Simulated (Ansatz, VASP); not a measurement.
One calculation of Ge3Pd, two programs

INCAR

```
SYSTEM = Ge3Pd
ALGO = Normal
EDIFF = 1E-7
ENCUT = 520
GGA = PS
ISIF = 2
ISMEAR = -1
LASPH = .True.
LCHARG = .False.
LDAU = .True.
LDAUJ = 0 0
LDAUL = 2 -1
LDAUPRINT = 1
LDAUTYPE = 2
LDAUU = 5 0
LMAXMIX = 4
LREAL = .False.
LWAVE = .False.
NBANDS = 34
NELM = 150
PREC = Accurate
SIGMA = 0.05
```

KPOINTS

```
k-points
0
Gamma
  7 7 7
  0 0 0
```

The input POSCAR:

```
Ge3Pd
1.0
    4.1420230000      0.0000000000      0.0000000000
    0.0000000000      4.1420230000      0.0000000000
    0.0000000000      0.0000000000      4.1420230000
Pd Ge
1 3
Direct
    0.0000000000      0.0000000000      0.0000000000
    0.5000000000      0.5000000000      0.0000000000
    0.5000000000      0.0000000000      0.5000000000
    0.0000000000      0.5000000000      0.5000000000
```

Contents of input.yaml:

```yaml
crystal:
  lattice:
    - [4.142023, 0.0, 0.0]
    - [0.0, 4.142023, 0.0]
    - [0.0, 0.0, 4.142023]
  atoms:
    - { symbol: Pd, position: [0.0, 0.0, 0.0] }
    - { symbol: Ge, position: [0.5, 0.5, 0.0] }
    - { symbol: Ge, position: [0.5, 0.0, 0.5] }
    - { symbol: Ge, position: [0.0, 0.5, 0.5] }
hamiltonian:
  xc: pbesol
  pseudopotentials: { kind: paw }
  hubbard: { sites: [{ species: Pd, l: d, u_eff: 5.0 }] }
kpoints:
  mp_grid: { grid: [7, 7, 7] }
  band_path:
    path:
      - [[0.0, 0.0, 0.0], [0.0, 0.5, 0.0], [0.5, 0.5, 0.0], [0.0, 0.0, 0.0], [0.5, 0.5, 0.5], [0.0, 0.5, 0.0]]
      - [[0.5, 0.5, 0.0], [0.5, 0.5, 0.5]]
    npoints: 14
scf:
  occupations: { method: fermi_dirac, width: 0.05 }
  n_extra_bands: 10
output:
  forces: true
  stress: true
  eigenvalues: true
  fatbands: false
  write_density: true
  write_potential: true
  elf: true
  volumetric_format: npy
```

The cell comes from a database or a generator and needn't be the stable form of this composition.

Alike in both runs: functional PBEsol; k mesh 7 × 7 × 7; occupations fermi-dirac, width 0.05 eV; no spin polarisation; Hubbard terms Pd d U = 5.0 eV.

|  | VASP | Ansatz |
| --- | --- | --- |
| version | VASP 6.6.1 | Ansatz 0.2.0 |
| potentials or method | VASP PAW PBE potentials, release 64 (Pd, Ge_d) | Ansatz PAW |
| plane-wave cutoff (eV) | 520 | 420 |
| valence electrons in the cell | 52 | 60 |
| task | single point | band structure |

Ansatz gave:

```
gap on the k mesh at the Fermi level (eV) : none
pressure (GPa)                            : -3.7
```

**Question.** Which values does VASP return?

**Answer.** gap on the k mesh at the Fermi level (eV): none; pressure (GPa): -6.5.

The programs project onto different local orbitals, so the same U acts differently. A gap of «none» marks a metal or a gap that the smearing closes. The two sets of potentials don't hold the same shells in valence.

Caveats: U without spin polarisation on a metal has little footing; the U is typed as a test and isn't derived for this compound; the PAW data sets were made with another functional, which shifts forces and pressure a little (VASP); the PAW data sets come from PBE, with cores solved anew for the run's functional, which leaves a small shift of forces and pressure (Ansatz).
